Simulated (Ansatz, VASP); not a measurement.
# Hf2F: VASP beside Ansatz

Wanted: the spread between two codes on one cell, functional and k mesh. The cell is generated by rule, not measured, and may not be a known phase. The cell is taken from a series of VASP runs on this material, whose earlier steps may have relaxed, scaled or displaced it; both programs get it as it stands.

Main program and level: Ansatz 0.2.0; plane waves, with VASP 6.6.1 beside it; single point at PBE.

## Step 1: Set-up

It takes space group P3m1 (No. 156, trigonal). Conventional cell: a = 3.193 Å, b = 3.193 Å, c = 6.271 Å, α = 90.00°, β = 90.00°, γ = 120.00°. Nearest to Hf lie 1 F at 2.40 Å. Nearest to Hf lie 3 F at 2.37 Å. Nearest to F lie 4 Hf at 2.37 to 2.40 Å. Farther neighbours and most contacts between anions are not listed.

## Step 2: Ansatz: single point, PBE

Ansatz runs on its default PAW (the set named soft_2) files.

A single point gives forces, pressure and levels at one fixed geometry, so differences don't come from the geometry; what else differs is listed under the comparison.

Input file input.yaml:

```yaml
crystal:
  lattice:
    - [3.1927820937, 7.0e-10, 0.0]
    - [-1.5963910506, 2.7650304044, 0.0]
    - [0.0, 0.0, 6.2709199618]
  atoms:
    - { symbol: Hf, position: [0.0, 0.0, 0.0949677768] }
    - { symbol: Hf, position: [0.66666667, 0.33333333, 0.4737845714] }
    - { symbol: F, position: [0.0, 0.0, 0.7121028017] }
hamiltonian:
  xc: pbe
  pseudopotentials: { kind: paw }
kpoints:
  mp_grid: { grid: [10, 10, 5] }
scf:
  occupations: { method: fermi_dirac, width: 0.05 }
  n_extra_bands: 4
output:
  forces: true
  stress: true
  eigenvalues: true
```

Command:

```bash
ansatz run input.yaml --threads 2 --pin off --max-ram 4608MiB --backend cpu --events-out ev --progress --plain --runs-dir out
```

Numbers of over 12 decimals in the logs are rounded to 6 here.

Output:

```text
Warning: the atoms were moved onto the symmetric positions of the space group found under crystal.symmetry.tolerance 1.0e-5 (fractional; no operation is sought that the atoms, as they stand in a round, miss by more than twice it, and no atom is moved by as much as it), and the run uses the moved positions. Before a round's move an operation carried an atom to 2.13e-8 Å from where it should land, the largest such dist [...]
scf.n_extra_bands = 4 over 30 filled bands (N_el = 59.0): the run solves 34 bands
Engine: ansatz 0.2.0, x86_64-unknown-linux-gnu
Pseudopotentials: kind: paw
Pseudopotential: Hf, paw, valence charge 26, recommended cutoff 420 eV (normal), Hf.paw.azcp
Pseudopotential: F, paw, valence charge 7, recommended cutoff 420 eV (normal), F.paw.azcp
Functional definition: PBE
  parameter kappa = 0.804
  parameter beta = 0.066725
  exchange = pbe_x(kappa = kappa, mu = beta*pi^2/3)
  correlation = pbe_c(beta = beta)
Crystal: 3 atoms, lattice volume = 55.361 Å³
Basis set: ecut = 420 eV, 1089 PW (Γ), exchange–correlation on 48×48×90 points (8 copies of the dense FFT grid, shifted against one another)
Bands: 34, of which v1, the nominal top of the filled ones, is band 30 counted from 1 (29 counted from 0)
Symmetry: 6 space group operations
Space group: P3m1 (ITA 156), of the structure as read, at distance tolerance 3.8e-5 Å
k-points: 58 of 500 (time reversal used)
Non-local potential: Hf, projectors of the file, l = 0: 3, l = 1: 2, l = 2: 2, l = 3: 3
Non-local potential: F, projectors of the file, l = 0: 2, l = 1: 2, l = 2: 1
PAW form: soft (Blöchl's): semilocal exchange-correlation on the pseudo side does not see the compensation charge
PAW one-centre angular grid: Hf, 590 points (default); XC on 64 Gauss nodes
PAW one-centre angular grid: F, 110 points (default); XC on 64 Gauss nodes
Initial density: superposition of atomic densities (neutral atoms: chi_scale 0, normalization atom), corrected by the library's trained network
Initial wavefunctions: pseudopotential atomic-orbital guess
Functional: x = pbe(κ = 0.804, μ = 0.219515), c = pbe(β = 0.066725)
SCF iter   1: F=—  HF=-32251.681060 eV  |F-HF|=—  |Δ(HF+E_count)|=         —  Δρ=9.48e-3  dr2=7.33e-2  ethr=1.77e-3  ⟨swp⟩=4.1  Hψ=6122  notcnv=0
preconditioner: auto → LDOS  [metal: Δε(μ)=0.027 eV  Ē_g=16.872 eV  σ=0.050 eV  W_gap=0.13  n_scr=22 (ndim 8)  ℏωp=37.0 eV  f_vac=0.036  D(μ)=2.57/eV (n_scr^D=22)  β→1.0]
SCF iter   2: F=—  HF=-32251.671596 eV  |F-HF|=—  |Δ(HF+E_count)|=   9.46e-3  Δρ=4.50e-3  dr2=2.53e-2  ethr=1.24e-4  ⟨swp⟩=2.0  Hψ=3076  notcnv=0
SCF iter   3: F=—  HF=-32251.670904 eV  |F-HF|=—  |Δ(HF+E_count)|=   6.92e-4  Δρ=2.15e-3  dr2=3.08e-3  ethr=4.28e-5  ⟨swp⟩=2.0  Hψ=3560  notcnv=0
SCF iter   4: F=—  HF=-32251.670550 eV  |F-HF|=—  |Δ(HF+E_count)|=   3.55e-4  Δρ=9.56e-4  dr2=4.80e-4  ethr=5.21e-6  ⟨swp⟩=2.0  Hψ=3742  notcnv=0
SCF iter   5: F=—  HF=-32251.670221 eV  |F-HF|=—  |Δ(HF+E_count)|=   3.29e-4  Δρ=5.70e-4  dr2=1.31e-4  ethr=8.13e-7  ⟨swp⟩=2.0  Hψ=3683  notcnv=0
SCF iter   6: F=—  HF=-32251.670193 eV  |F-HF|=—  |Δ(HF+E_count)|=   2.77e-5  Δρ=1.23e-4  dr2=1.04e-5  ethr=2.22e-7  ⟨swp⟩=2.0  Hψ=3388  notcnv=0
SCF iter   7: F=—  HF=-32251.670209 eV  |F-HF|=—  |Δ(HF+E_count)|=   1.67e-5  Δρ=4.03e-5  dr2=7.53e-7  ethr=1.76e-8  ⟨swp⟩=2.0  Hψ=3472  notcnv=0
SCF iter   8: F=—  HF=-32251.670210 eV  |F-HF|=—  |Δ(HF+E_count)|=   3.85e-7  Δρ=1.41e-5  dr2=1.04e-7  ethr=1.28e-9  ⟨swp⟩=2.1  Hψ=3587  notcnv=0
SCF iter   9: F=-32251.670210 eV  HF=-32251.670210 eV  |F-HF|=3.31e-9  |Δ(HF+E_count)|=   3.34e-8  Δρ=3.65e-6  dr2=6.18e-9  ethr=1.69e-10  ⟨swp⟩=5.4  Hψ=8291  notcnv=0
SCF 1 converged in 9 iterations: F = -32251.670210 eV  dr2 = 6.18e-9
  greatest PAW one-centre occupation: 0.999 electrons in one spin orbital (limit 2), on the Hf atom at site 0 (counted from 0), in its partial waves of l = 0
SCF converged after 9 iterations
Free energy (F): -32251.670210 eV
Harris-Foulkes:  -32251.670210 eV  (|F-HF|=3.31e-9)
Internal energy: -32251.650360 eV  (E = F + TS)
E sigma→0 (E₀):  -32251.660285 eV
Entropy (-TS):   -0.019850 eV (-6.617 meV/atom)
Fermi energy:    17.569496 eV
--- Per-component energies (eV) ---
  E_band       = -45.639274
  E_kinetic    = 1054.962403
  E_local      = -11732.599717  (includes V_loc(G=0)·N_el)
  E_nonlocal   = -2415.499405
  E_hartree    = 5450.994222
  E_xc         = -679.679268
  E_vxc        = -634.286981  (∫ρ·V_xc dr)
  E_paw        = -14055.245253  (= ΣΔE_a)
  E_vpaw       = 2779.794490  (= ΣTr[D̂ρ^β])
  E_aug_tail   = 0.002059  (compensation charges beyond the density's cutoff)
  E_ewald      = -9874.585400
  E_smearing   = -0.019850  (= −TS)
  E_closure    = -0.000000  (closes the sum)
  Σ components = -32251.670210   (vs F -32251.670210, Δ=0.00e0)
--- Forces (eV/Å), atoms counted from 1 ---
  atom   1  Hf    -0.00000000     0.00000000    -0.04462787
  atom   2  Hf    -0.00000000    -0.00000000    -0.04689189
  atom   3  F     -0.00000000    -0.00000000     0.09139103
  max |Σ_I F_I| component: 1.29e-4 eV/Å
--- Stress (GPa, compression-positive) ---
        0.314718      -0.000000      -0.000000
        0.000000       0.314718      -0.000000
       -0.000000      -0.000000       1.600027
  P = ⅓ Tr σ = 0.7432 GPa (7.432 kbar)
--- Band table (eV; the first three rows and the last of 58) ---
  k-point 0: bands = [... 26 lower, 11.3691, 14.2145, 18.4170, 18.4170, 18.7318, 18.7490, 18.7490, 19.0021]
  k-point 1: bands = [... 26 lower, 11.6359, 14.1445, 18.1617, 18.4626, 18.4626, 18.7192, 18.7192, 19.1911]
  k-point 2: bands = [... 26 lower, 12.1031, 13.9464, 17.7409, 18.5414, 18.5414, 18.6728, 18.6728, 19.1023]
  k-point 57: bands = [... 26 lower, 15.5303, 16.2271, 16.4241, 17.5252, 17.8047, 18.1459, 20.3037, 21.4879]
```

Wall time 4.3 s (2 threads of Intel Xeon Platinum 8488C (Sapphire Rapids), shared host); peak memory 0.42 GiB; 7.4 s of CPU time.

In the SCF lines HF is the Harris–Foulkes energy and dr2 the Hartree energy of the density residual, in eV; the loop may stop once dr2 is under the threshold and the program's other checks hold. Hψ counts applications of the Hamiltonian.

The run ends at a pressure of 0.74 GPa, with forces up to 0.091 eV/Å.

## Step 3: VASP: single point, PBE

The same cell, functional, mesh and smearing now go to VASP, with its own data sets and cutoff.

Lines of VASP's logs that name or quote its potential files are left out, and so is its time.

Input file INCAR:

```
SYSTEM = Hf2F
PREC = Accurate
ENCUT = 520
EDIFF = 1E-06
NELM = 100
ISMEAR = -1
SIGMA = 0.05
LREAL = .FALSE.
ALGO = Normal
GGA = PE
NBANDS = 19
LORBIT = 11
LWAVE = .FALSE.
LCHARG = .TRUE.
ISIF = 2
LELF = .TRUE.
LVHAR = .TRUE.
```

Input file POSCAR:

```
Hf2F
1.0
    3.1927820937      0.0000000007      0.0000000000
   -1.5963910506      2.7650304044      0.0000000000
    0.0000000000      0.0000000000      6.2709199618
Hf F
2 1
Direct
    0.0000000000      0.0000000000      0.0949677768
    0.6666666700      0.3333333300      0.4737845714
    0.0000000000      0.0000000000      0.7121028017
```

Input file KPOINTS:

```
Automatic mesh
0
Gamma
10 10 5
0 0 0
```

The projector-augmented-wave data sets are Hf_pv and F (PBE family, release 64).

Command:

```bash
mpirun -np 1 vasp_std
```

Output:

```text
[banner, memory and clock lines left out]
running    1 mpi-ranks, on    1 nodes
 distrk:  each k-point on    1 cores,    1 groups
 distr:  one band on    1 cores,    1 groups

 POSCAR found type information on POSCAR HfF
 POSCAR found :  2 types and       3 ions
 LDA part: xc-table for (Slater+PW92), standard interpolation
 POSCAR, INCAR and KPOINTS ok, starting setup
 FFT: planning ... GRIDC
 FFT: planning ... GRID_SOFT
 FFT: planning ... GRID
 WAVECAR not read
 entering main loop
       N       E                     dE             d eps       ncg     rms          rms(c)
DAV:   1     0.110427677000E+03    0.11043E+03   -0.14791E+04  2204   0.133E+03
DAV:   2    -0.212065187462E+02   -0.13163E+03   -0.12846E+03  2687   0.316E+02
DAV:   3    -0.268901572116E+02   -0.56836E+01   -0.55941E+01  2831   0.497E+01
DAV:   4    -0.269545028565E+02   -0.64346E-01   -0.63992E-01  2816   0.567E+00
DAV:   5    -0.269554468291E+02   -0.94397E-03   -0.94225E-03  2726   0.580E-01    0.613E+01
DAV:   6    -0.253230788246E+02    0.16324E+01   -0.51963E+00  2357   0.147E+01    0.339E+01
DAV:   7    -0.251721473234E+02    0.15093E+00   -0.23759E+00  2441   0.879E+00    0.645E+00
DAV:   8    -0.251347931030E+02    0.37354E-01   -0.11681E+00  2907   0.589E+00    0.377E+00
DAV:   9    -0.250977659043E+02    0.37027E-01   -0.41548E-01  2904   0.244E+00    0.200E+00
DAV:  10    -0.250937307751E+02    0.40351E-02   -0.38061E-02  2851   0.102E+00    0.554E-01
DAV:  11    -0.250933404692E+02    0.39031E-03   -0.40361E-03  2604   0.381E-01    0.281E-01
DAV:  12    -0.250932755523E+02    0.64917E-04   -0.85529E-04  2754   0.151E-01    0.885E-02
DAV:  13    -0.250932718282E+02    0.37241E-05   -0.25319E-05  2836   0.345E-02    0.204E-02
DAV:  14    -0.250932723132E+02   -0.48496E-06   -0.72874E-06  2665   0.171E-02
   1 F= -.25093272E+02 E0= -.25083255E+02  d E =-.200337E-01
```

Parts of OUTCAR (step 3):

```text
ion  position               nearest neighbor table
   1  0.000  0.000  0.095-   3 2.40   2 3.01   2 3.01   2 3.01
   2  0.667  0.333  0.474-   3 2.37   3 2.37   3 2.37   1 3.01   1 3.01   1 3.01
   3  0.000  0.000  0.712-   2 2.37   2 2.37   2 2.37   1 2.40

  LATTYP: Found a hexagonal cell.
 ALAT       =     3.1927820937
 C/A-ratio  =     1.9640926871

 Subroutine GETGRP returns: Found  6 space group operations
 (whereof  6 operations were pure point group operations)

The static configuration has the point symmetry C_3v.

 Found     58 irreducible k-points:

   k-points           NKPTS =     58   k-points in BZ     NKDIM =     58   number of bands    NBANDS=     19

   dimension x,y,z NGX =    24 NGY =   24 NGZ =   48
   dimension x,y,z NGXF=    48 NGYF=   48 NGZF=   96

   ENCUT  =  520.0 eV  38.22 Ry    6.18 a.u.   5.94  5.94 11.66*2*pi/ulx,y,z

   NELECT =      27.0000    total number of electrons

 k-points in reciprocal lattice and weights: Automatic mesh
   0.00000000  0.00000000  0.00000000       0.002
   0.10000000  0.00000000  0.00000000       0.012
   0.20000000  0.00000000  0.00000000       0.012
   0.30000000  0.00000000  0.00000000       0.012
   0.40000000  0.00000000  0.00000000       0.012
   0.50000000  0.00000000  0.00000000       0.006
   0.10000000  0.10000000  0.00000000       0.012
   0.20000000  0.10000000  0.00000000       0.024
   0.30000000  0.10000000  0.00000000       0.024
[...]
0.40000000  0.20000000  0.40000000       0.024
   0.30000000  0.30000000  0.40000000       0.024

 average (electrostatic) potential at core
       1 -37.6038       2 -38.0223       3 -77.8386

 E-fermi :   4.9986

 k-point     1 :       0.0000    0.0000    0.0000
  band No.  band energies     occupation
    ...
      8      -3.9158      2.00000
      9      -2.5503      2.00000
     10      -2.5503      2.00000
     11      -1.2013      2.00000
     12       1.6441      2.00000
     13       5.8562      0.00000
     14       5.8562      0.00000
     15       6.1614      0.00000
     16       6.1888      0.00000
     17       6.1888      0.00000
    ...

 k-point     2 :       0.1000    0.0000    0.0000
  band No.  band energies     occupation
    ...
      8      -3.8528      2.00000
      9      -2.7391      2.00000
     10      -2.5689      2.00000
     11      -0.8345      2.00000
     12       1.8761      2.00000
     13       5.3481      0.00184
     14       5.7160      0.00000
     15       5.9781      0.00000
     16       6.0387      0.00000
     17       6.4327      0.00000
    ...

 k-point     3 :       0.2000    0.0000    0.0000
  band No.  band energies     occupation
    ...
     10      -2.6194      2.00000
     11       0.0279      2.00000
     12       2.4546      2.00000
     13       4.4829      1.99993
     14       5.0394      0.61379
     15       5.5507      0.00003
     16       6.4267      0.00000
     17       7.1408      0.00000
     18       7.1542      0.00000
     19       8.0069      0.00000

  Total       -0.1709646     -0.1709646      0.1141468      0.0000000     -0.0000000      0.0000000
  in kB       -4.9478478     -4.9478478      3.3034956      0.0000000     -0.0000000      0.0000000
  external PRESSURE =      -2.1974000 kB  Pullay stress =       0.0000000 kB

  energy-cutoff  :      520.00
  volume of cell :       55.36
      direct lattice vectors                 reciprocal lattice vectors
     3.192782094  0.000000001  0.000000000     0.313206467  0.180829838  0.000000000
    -1.596391051  2.765030404  0.000000000    -0.000000000  0.361659676  0.000000000
     0.000000000  0.000000000  6.270919962     0.000000000  0.000000000  0.159466236

 POSITION                                       TOTAL-FORCE (eV/Angst)
 -----------------------------------------------------------------------------------
      0.00000      0.00000      0.59554         0.000000     -0.000000     -0.043194
      1.59639      0.92168      2.97107         0.000000      0.000000     -0.005710
      0.00000      0.00000      4.46554        -0.000000     -0.000000      0.048904
 -----------------------------------------------------------------------------------
    total drift:                               -0.000004      0.000002      0.000614

  FREE ENERGIE OF THE ION-ELECTRON SYSTEM (eV)
  ---------------------------------------------------
  free  energy   TOTEN  =       -25.0932723132 eV

  energy  without entropy=      -25.0732386124  energy(sigma->0) =      -25.08325546

 total charge
# of ion       s       p       d       tot
------------------------------------------
    1        0.402   6.347   1.526   8.275
    2        0.362   6.319   1.593   8.274
    3        1.744   4.338   0.000   6.082
--------------------------------------------------
tot          2.509  17.004   3.120  22.632

[... 3 further parts left out ...]
```

The run ends at a pressure of -0.22 GPa, with forces up to 0.049 eV/Å.

## Step 4: Side by side

Known differences besides the potentials themselves: the data sets hold 59 valence electrons in Ansatz (default PAW (the set named soft_2) files) and 27 in VASP; the cutoff is 420 eV in Ansatz and 520 eV in VASP; VASP leaves aspherical gradient terms in its spheres out (LASPH is not set), Ansatz keeps them. Total energies have different zeros and are not compared.

Compared:

```
                                        quantity  Ansatz   VASP  difference
                                  pressure (GPa)    0.74  -0.22       +0.96
pressure without Ansatz's Pulay correction (GPa)    0.49  -0.22       +0.71
```

Forces (eV/Å; atoms numbered as in POSCAR):

```
atom        Ansatz x, y, z          VASP x, y, z
 Hf1  0.000, 0.000, -0.045  0.000, 0.000, -0.043
 Hf2  0.000, 0.000, -0.047  0.000, 0.000, -0.006
  F3   0.000, 0.000, 0.091   0.000, 0.000, 0.049
```

The forces differ by 20 meV/Å r.m.s., which is 90.4 % of the r.m.s. force of 0.02 eV/Å (both taken over all components). Ansatz's pressure holds a Pulay correction of 0.25 GPa; VASP's holds none.

## Step 5: Other set-ups

Further runs change the set-up of one program: Ansatz's method, potentials or start, or VASP's data sets, cutoff or form of LDA. The table gives Ansatz less VASP for each quantity, since a change that brings one quantity closer may part another.

```
                                        run  r.m.s. force difference (meV/Å)  pressure (GPa)
                                   as above                               20            0.96
   Ansatz's larger PAW set (cutoff 1300 eV)                               20             1.0
norm-conserving potentials (cutoff 1320 eV)                               19             1.0
```

## Step 6: What came out

```
r.m.s. force difference (single point, PBE) : 20 meV/Å
difference in pressure (single point, PBE)  : 0.96 GPa
```

In words: The r.m.s. force difference is 20 meV/Å (single point, PBE), beyond the 12 meV/Å picked in this series as the mark of a large difference. For single point, PBE, no further run moves any of the tabulated differences by more than a quarter of its size. Such differences can come from data sets, numerical settings and the points named under the comparisons, not from the functional's error against experiment.

[Lines on the potential files, build, host, timing and source positions are cut from VASP's logs without a mark.]

[Logs are printed without paths, hosts, clocks, repeated set-up lines and the standing remarks that a program may print on its own settings, such as how far it seeks lower states.]

[Hosts, paths, dates, database ids (printed as entryN), source tags and the programs' standing remarks are cut or masked in the printed files.]
